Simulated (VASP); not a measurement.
The input files of a VASP run:

KPOINTS:
```
Automatic
0
gamma
  16 16 16
```

**POSCAR**
```
W
1.0
 -1.5491058638   1.5491058638   1.5491058638
  1.5491058638  -1.5491058638   1.5491058638
  1.5491058638   1.5491058638  -1.5491058638
W
1
Cartesian
  0.0000000000   0.0000000000   0.0000000000
```

INCAR:
```
SYSTEM  =  W
PREC  =  Accurate; ENCUT  =  500; LREAL  =  .False.
LASPH  =  .True.
EDIFF  =  1E-6; NELM  =  100; ALGO  =  Normal
LMAXMIX  =  6
ISMEAR  =  1; SIGMA  =  0.1
GGA  =  PE
IBRION  =  2; NSW  =  40; ISIF  =  3
EDIFFG  =  -0.02; PSTRESS  =  450
LWAVE  =  .False.; LCHARG  =  .False.
```

POTCAR, in this order: W_sv (PBE.64 set). Program: vasp_std.

Problem. Translate this PBE calculation to Ansatz.

Solution. One equivalent input (not run):
Ansatz 0.2 input:
```yaml
crystal:
  lattice:
    - [-1.5491059, 1.5491059, 1.5491059]
    - [1.5491059, -1.5491059, 1.5491059]
    - [1.5491059, 1.5491059, -1.5491059]
  atoms:
    - { symbol: W, position: [0.0000000, 0.0000000, 0.0000000] }
kpoints:
  mp_grid: { grid: [16, 16, 16] }
hamiltonian:
  xc: pbe
  pseudopotentials: { kind: paw }
scf:
  occupations: { method: methfessel_paxton, width: 0.1 }
  max_iter: 100
relax:
  max_steps: 40
  f_tol: 0.02
  cell: { p_target: 45 }
output: { forces: true, stress: true, eigenvalues: true }
```
What does not carry over: each code has its own PAW files, so the cut-off isn't converted (ENCUT is set for VASP's; basis.ecutwfc is left out, and Ansatz then takes the one that its files recommend); Ansatz stops its SCF on the density residual and VASP on the energy change (EDIFF).

The compound is W in the bcc structure. This run relaxes it under an external pressure of 45 GPa. Symmetry was kept, so distortions that lower it aren't found.
